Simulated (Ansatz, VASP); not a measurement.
# BaZrO3: VASP beside Ansatz, part 3 of 3

Wanted: the spread between two codes on one cell, functional and k mesh. The cell is taken from a series of VASP runs on this material, whose earlier steps may have relaxed, scaled or displaced it; both programs get it as it stands.

VASP 6.6.1 and Ansatz 0.2.0.

So far: The structure; Ansatz: zone-centre phonons, LDA; VASP: zone-centre phonons, LDA.

### Step 3. VASP: zone-centre phonons, LDA (continued)

Level of this step: LDA; plane waves and PAW (Ba_sv, Zr_sv, O) (VASP).

Numbers of over 12 decimals in the logs are rounded to 6 here.

From OUTCAR (step 3):

```text
ion  position               nearest neighbor table
   1  0.000  0.000  0.000-   3 2.94   4 2.94   5 2.94   4 2.94   5 2.94   3 2.94   5 2.94   5 2.94
                             3 2.94   4 2.94   4 2.94   3 2.94   2 3.60   2 3.60   2 3.60   2 3.60
   2  0.500  0.500  0.500-   3 2.08   4 2.08   5 2.08   3 2.08   4 2.08   5 2.08   1 3.60   1 3.60
                             1 3.60   1 3.60   1 3.60   1 3.60   1 3.60   1 3.60
   3  0.500  0.500  0.000-   2 2.08   2 2.08   1 2.94   1 2.94   1 2.94   1 2.94
   4  0.500  0.000  0.500-   2 2.08   2 2.08   1 2.94   1 2.94   1 2.94   1 2.94
   5  0.000  0.500  0.500-   2 2.08   2 2.08   1 2.94   1 2.94   1 2.94   1 2.94

  LATTYP: Found a simple cubic cell.
 ALAT       =     4.1594782607

 Subroutine GETGRP returns: Found 48 space group operations
 (whereof 48 operations were pure point group operations)

The static configuration has the point symmetry O_h .

 Found     10 irreducible k-points:

   k-points           NKPTS =     10   k-points in BZ     NKDIM =     10   number of bands    NBANDS=     26

   dimension x,y,z NGX =    32 NGY =   32 NGZ =   32
   dimension x,y,z NGXF=    64 NGYF=   64 NGZF=   64

   ENCUT  =  520.0 eV  38.22 Ry    6.18 a.u.   7.73  7.73  7.73*2*pi/ulx,y,z

   NELECT =      40.0000    total number of electrons

 k-points in reciprocal lattice and weights: Automatic mesh
   0.00000000  0.00000000  0.00000000       0.008
   0.20000000  0.00000000  0.00000000       0.048
   0.40000000  0.00000000  0.00000000       0.048
   0.20000000  0.20000000  0.00000000       0.096
   0.40000000  0.20000000  0.00000000       0.192
   0.40000000  0.40000000  0.00000000       0.096
   0.20000000  0.20000000  0.20000000       0.064
   0.40000000  0.20000000  0.20000000       0.192
   0.40000000  0.40000000  0.20000000       0.192
   0.40000000  0.40000000  0.40000000       0.064

 average (electrostatic) potential at core
       1 -32.6728       2 -77.6765       3 -70.3499       4 -70.3499       5 -70.3499

  Total       -0.0117670     -0.0117670     -0.0117670      0.0000000      0.0000000     -0.0000000
  in kB       -0.2619747     -0.2619747     -0.2619747      0.0000000      0.0000000     -0.0000000
  external PRESSURE =      -0.2619747 kB  Pullay stress =       0.0000000 kB

  energy-cutoff  :      520.00
  volume of cell :       71.96
      direct lattice vectors                 reciprocal lattice vectors
     4.159478261  0.000000000  0.000000000     0.240414768  0.000000000  0.000000000
     0.000000000  4.159478261  0.000000000     0.000000000  0.240414768  0.000000000
     0.000000000  0.000000000  4.159478261     0.000000000  0.000000000  0.240414768

 POSITION                                       TOTAL-FORCE (eV/Angst)
 -----------------------------------------------------------------------------------
      0.00000      0.00000      0.00000         0.000000      0.000000      0.000000
      2.07974      2.07974      2.07974         0.000000      0.000000      0.000000
      2.07974      2.07974      0.00000         0.000000      0.000000      0.000000
      2.07974      0.00000      2.07974         0.000000      0.000000      0.000000
      0.00000      2.07974      2.07974         0.000000      0.000000      0.000000
 -----------------------------------------------------------------------------------
[...]
2     0.00000    -4.83210    -0.00000
    3    -0.00000     0.00000    -2.02177
 ion    5
    1    -4.83210     0.00000    -0.00000
    2     0.00000    -2.02177    -0.00000
    3     0.00000    -0.00000    -2.02177

 Eigenvectors and eigenvalues of the dynamical matrix
 ----------------------------------------------------

   1 f  =   15.656421 THz    98.372193 2PiTHz  522.241985 cm-1    64.749725 meV
             X         Y         Z           dx          dy          dz
      0.000000  0.000000  0.000000     0.022423   -0.008534   -0.000000
      2.079739  2.079739  2.079739     0.147607   -0.056178    0.000000
      2.079739  2.079739  0.000000     0.224103   -0.085291    0.000000
      2.079739  0.000000  2.079739     0.224103    0.329764   -0.000000
      0.000000  2.079739  2.079739    -0.866455   -0.085291   -0.000000

   2 f  =   15.656421 THz    98.372193 2PiTHz  522.241985 cm-1    64.749725 meV
             X         Y         Z           dx          dy          dz
      0.000000  0.000000  0.000000     0.000000    0.000000   -0.023992
      2.079739  2.079739  2.079739     0.000000    0.000000   -0.157936
      2.079739  2.079739  0.000000     0.000000    0.000000    0.927086
      2.079739  0.000000  2.079739     0.000000   -0.000000   -0.239784
      0.000000  2.079739  2.079739    -0.000000    0.000000   -0.239784

   3 f  =   15.656421 THz    98.372193 2PiTHz  522.241985 cm-1    64.749725 meV
             X         Y         Z           dx          dy          dz
      0.000000  0.000000  0.000000     0.008534    0.022423   -0.000000
      2.079739  2.079739  2.079739     0.056178    0.147607    0.000000
      2.079739  2.079739  0.000000     0.085291    0.224103   -0.000000
      2.079739  0.000000  2.079739     0.085291   -0.866455    0.000000
      0.000000  2.079739  2.079739    -0.329764    0.224103    0.000000

   4 f  =    5.793928 THz    36.404326 2PiTHz  193.264649 cm-1    23.961752 meV
             X         Y         Z           dx          dy          dz
      0.000000  0.000000  0.000000    -0.147908   -0.231311   -0.038477
      2.079739  2.079739  2.079739     0.395117    0.617917    0.102786
      2.079739  2.079739  0.000000    -0.227686   -0.356075   -0.014124
      2.079739  0.000000  2.079739    -0.227686   -0.084912   -0.059230
      0.000000  2.079739  2.079739    -0.054296   -0.356075   -0.059230

   5 f  =    5.793928 THz    36.404326 2PiTHz  193.264649 cm-1    23.961752 meV
             X         Y         Z           dx          dy          dz
      0.000000  0.000000  0.000000     0.028799    0.027228   -0.274392
      2.079739  2.079739  2.079739    -0.076934   -0.072735    0.733004
      2.079739  2.079739  0.000000     0.044333    0.041914   -0.100727
      2.079739  0.000000  2.079739     0.044333    0.009995   -0.422393
      0.000000  2.079739  2.079739     0.010572    0.041914   -0.422393

   6 f  =    5.793928 THz    36.404326 2PiTHz  193.264649 cm-1    23.961752 meV
             X         Y         Z           dx          dy          dz
      0.000000  0.000000  0.000000     0.232714   -0.150386    0.009502
      2.079739  2.079739  2.079739    -0.621665    0.401737   -0.025384
      2.079739  2.079739  0.000000     0.358234   -0.231501    0.003488
      2.079739  0.000000  2.079739     0.358234   -0.055205    0.014628
      0.000000  2.079739  2.079739     0.085427   -0.231501    0.014628

   7 f  =    5.265772 THz    33.085821 2PiTHz  175.647246 cm-1    21.777473 meV
             X         Y         Z           dx          dy          dz
      0.000000  0.000000  0.000000    -0.000000   -0.000000    0.000000
      2.079739  2.079739  2.079739     0.000000    0.000000    0.000000
      2.079739  2.079739  0.000000    -0.013917   -0.116847   -0.000000
      2.079739  0.000000  2.079739     0.013917    0.000000   -0.697247
      0.000000  2.079739  2.079739    -0.000000    0.116847    0.697247

   8 f  =    5.265772 THz    33.085821 2PiTHz  175.647246 cm-1    21.777473 meV
             X         Y         Z           dx          dy          dz
      0.000000  0.000000  0.000000    -0.000000   -0.000000    0.000000
      2.079739  2.079739  2.079739     0.000000    0.000000   -0.000000
      2.079739  2.079739  0.000000     0.138076   -0.684401    0.000000
      2.079739  0.000000  2.079739    -0.138076    0.000000    0.111938
      0.000000  2.079739  2.079739    -0.000000    0.684401   -0.111938

   9 f  =    5.265772 THz    33.085821 2PiTHz  175.647246 cm-1    21.777473 meV
             X         Y         Z           dx          dy          dz
      0.000000  0.000000  0.000000    -0.000000    0.000000   -0.000000
      2.079739  2.079739  2.079739     0.000000    0.000000    0.000000
      2.079739  2.079739  0.000000     0.693355    0.133947   -0.000000
      2.079739  0.000000  2.079739    -0.693355   -0.000000   -0.036287
      0.000000  2.079739  2.079739    -0.000000   -0.133947    0.036287

  10 f  =    3.123508 THz    19.625581 2PiTHz  104.189022 cm-1    12.917787 meV
             X         Y         Z           dx          dy          dz
      0.000000  0.000000  0.000000    -0.425736    0.496151    0.021258
      2.079739  2.079739  2.079739     0.201768   -0.235139   -0.010075
      2.079739  2.079739  0.000000     0.292525   -0.340907   -0.008722
      2.079739  0.000000  2.079739     0.292525   -0.203564   -0.014606
      0.000000  2.079739  2.079739     0.174674   -0.340907   -0.014606

  11 f  =    3.123508 THz    19.625581 2PiTHz  104.189022 cm-1    12.917787 meV
             X         Y         Z           dx          dy          dz
      0.000000  0.000000  0.000000    -0.496237   -0.423952   -0.043386
      2.079739  2.079739  2.079739     0.235180    0.200922    0.020562
      2.079739  2.079739  0.000000     0.340966    0.291299    0.017801
      2.079739  0.000000  2.079739     0.340966    0.173942    0.029811
      0.000000  2.079739  2.079739     0.203600    0.291299    0.029811

  12 f  =    3.123508 THz    19.625581 2PiTHz  104.189022 cm-1    12.917787 meV
             X         Y         Z           dx          dy          dz
      0.000000  0.000000  0.000000     0.019131    0.044365   -0.652330
      2.079739  2.079739  2.079739    -0.009067   -0.021026    0.309157
      2.079739  2.079739  0.000000    -0.013145   -0.030484    0.267643
      2.079739  0.000000  2.079739    -0.013145   -0.018203    0.448218
      0.000000  2.079739  2.079739    -0.007849   -0.030484    0.448218

  13 f/i=    0.006775 THz     0.042569 2PiTHz    0.225993 cm-1     0.028020 meV
             X         Y         Z           dx          dy          dz
      0.000000  0.000000  0.000000    -0.659275    0.235621   -0.067327
      2.079739  2.079739  2.079739    -0.538829    0.192575   -0.055027
      2.079739  2.079739  0.000000    -0.226448    0.080931   -0.023079
      2.079739  0.000000  2.079739    -0.226448    0.080769   -0.023125
      0.000000  2.079739  2.079739    -0.225994    0.080931   -0.023125

  14 f/i=    0.006775 THz     0.042569 2PiTHz    0.225993 cm-1     0.028020 meV
             X         Y         Z           dx          dy          dz
      0.000000  0.000000  0.000000     0.235489    0.662623    0.013009
      2.079739  2.079739  2.079739     0.192467    0.541566    0.010633
      2.079739  2.079739  0.000000     0.080886    0.227598    0.004459
      2.079739  0.000000  2.079739     0.080886    0.227141    0.004468
      0.000000  2.079739  2.079739     0.080724    0.227598    0.004468

  15 f/i=    0.006775 THz     0.042569 2PiTHz    0.225993 cm-1     0.028020 meV
             X         Y         Z           dx          dy          dz
      0.000000  0.000000  0.000000     0.067787   -0.010348   -0.699994
      2.079739  2.079739  2.079739     0.055403   -0.008457   -0.572109
      2.079739  2.079739  0.000000     0.023283   -0.003554   -0.239952
      2.079739  0.000000  2.079739     0.023283   -0.003547   -0.240434
      0.000000  2.079739  2.079739     0.023237   -0.003554   -0.240434

 MACROSCOPIC STATIC DIELECTRIC TENSOR IONIC CONTRIBUTION
 ------------------------------------------------------
          53.084047     0.000000     0.000000
           0.000000    53.084047     0.000000
           0.000000     0.000000    53.084047
 ------------------------------------------------------

 ELASTIC MODULI CONTR FROM IONIC RELAXATION (kBar)
 Direction    XX          YY          ZZ          XY          YZ          ZX
 --------------------------------------------------------------------------------
 XX           0.0000      0.0000      0.0000      0.0000      0.0000      0.0000
 YY           0.0000      0.0000      0.0000      0.0000      0.0000      0.0000
 ZZ           0.0000      0.0000      0.0000      0.0000      0.0000      0.0000
 XY           0.0000      0.0000      0.0000      0.0000      0.0000      0.0000
 YZ           0.0000      0.0000      0.0000      0.0000      0.0000      0.0000
 ZX           0.0000      0.0000      0.0000      0.0000      0.0000      0.0000
 --------------------------------------------------------------------------------

 PIEZOELECTRIC TENSOR IONIC CONTR  for field in x, y, z        (C/m^2)
          XX          YY          ZZ          XY          YZ          ZX
  --------------------------------------------------------------------------------
  x     0.00000     0.00000     0.00000     0.00000     0.00000     0.00000
  y     0.00000     0.00000     0.00000     0.00000     0.00000     0.00000
  z     0.00000     0.00000     0.00000     0.00000     0.00000     0.00000
```

Energies printed during the response cycles are not total energies of the cell. Harder data sets than Ba_sv exist (the GW ones), and pressures, volumes and forces can shift noticeably with them.

### Step 4. Side by side

Known differences besides the potentials themselves: the two LDA forms differ slightly; the cutoff is 420 eV in Ansatz and 520 eV in VASP; VASP's log shows a relativistic correction to its local exchange, Ansatz's none. Total energies have different zeros and are not compared.

Both answers:

| quantity | Ansatz | VASP | difference |
| --- | --- | --- | --- |
| ε∞ xx | 4.91 | 4.96 | -1.03 % |
| ε∞ yy | 4.91 | 4.96 | -1.03 % |
| ε∞ zz | 4.91 | 4.96 | -1.03 % |
| Born charge of Ba1 (mean of the diagonal) (e) | 2.74 | 2.74 | 0.00 |
| Born charge of Zr2 (mean of the diagonal) (e) | 6.09 | 6.14 | -0.05 |
| Born charge of O3 (mean of the diagonal) (e) | -2.94 | -2.96 | +0.01 |
| optical mode 1 to 3 (cm⁻¹) | 85.7 | 104.2 | -17.73 % |
| optical mode 4 to 6 (cm⁻¹) | 167.3 | 175.6 | -4.76 % |
| optical mode 7 to 9 (cm⁻¹) | 190.3 | 193.3 | -1.53 % |
| optical mode 10 to 12 (cm⁻¹) | 515.1 | 522.2 | -1.37 % |

Modes are paired by rising frequency and degeneracy, not by their patterns, so a pair may still set unlike modes beside each other.

### Step 5. What the set-up changes

Further runs change the set-up of one program: Ansatz's method, potentials or start, or VASP's data sets, cutoff or form of LDA. The table gives Ansatz less VASP for each quantity, since a change that brings one quantity closer may part another.

| run | ε∞ xx (%) | ε∞ yy (%) | ε∞ zz (%) | optical mode 1 to 3 (%) | optical mode 4 to 6 (%) | optical mode 7 to 9 (%) |
| --- | --- | --- | --- | --- | --- | --- |
| as above | -1.0 | -1.0 | -1.0 | -18 | -4.8 | -1.5 |
| cores kept as stored | -1.0 | -1.0 | -1.0 | -17 | -4.8 | -1.5 |
| Ansatz's larger PAW set (cutoff 900 eV) | -1.0 | -1.0 | -1.0 | -17 | -4.7 | -1.6 |
| norm-conserving potentials (cutoff 1143 eV) | -1.4 | -1.4 | -1.4 | -19 | -5.0 | -1.4 |

### Step 6. Summary of results

- r.m.s. difference of the optical zone-centre modes, each program's sorted by frequency (zone-centre phonons, LDA): 11 cm⁻¹
- difference in optical mode 1 to 3 (zone-centre phonons, LDA): -17.7 %

**Reading.** The r.m.s. difference of the optical zone-centre modes, each program's sorted by frequency is 11 cm⁻¹ (zone-centre phonons, LDA). Among the rows given in per cent, the largest difference of the zone-centre phonons, LDA pair is in optical mode 1 to 3, -17.7 %. Zone-centre phonons, LDA, norm-conserving potentials (cutoff 1143 eV): the difference in ε∞ xx goes from -1.0 to -1.4 %; the difference in ε∞ yy goes from -1.0 to -1.4 %; the difference in ε∞ zz goes from -1.0 to -1.4 %. How closely two codes agree says nothing of how well the functional describes the real material.

[Lines on the potential files, build, host, timing and source positions are cut from VASP's logs without a mark.]

[Logs are printed without paths, hosts, clocks, repeated set-up lines and the standing remarks that a program may print on its own settings, such as how far it seeks lower states.]

[Hosts, paths, dates, database ids (printed as entryN), source tags and the programs' standing remarks are cut or masked in the printed files.]
